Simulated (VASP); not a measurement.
```yaml
crystal:
  lattice:
    - [-1.57117, 1.57117, 1.57117]
    - [1.57117, -1.57117, 1.57117]
    - [1.57117, 1.57117, -1.57117]
  atoms:
    - { symbol: W, position: [0.00000, 0.00000, 0.00000] }
```

Method: LDA (Ceperley-Alder, Perdew-Zunger), VASP's LDA PAW potentials (set 64) (plane waves; VASP 6.6.1). Run with 520 eV cut-off, 18×18×18 Γ-centred mesh, tetrahedra with Blöchl corrections, potentials W_sv.

Unless said otherwise, spin-orbit coupling is left out, though it shifts the bands of the heavy elements here.

Problem. Predict the energy per atom (σ→0), band gap (on the k-mesh) with the smallest direct gap where there is one.

Solution. 
- band gap (on the k-mesh) = none (metal, semimetal or under 0.01 eV)
- energy per atom (σ→0) = -14105 meV/atom

Only differences to runs with the same potentials and settings are physical.

The compound is W in the bcc structure. It was relaxed first.
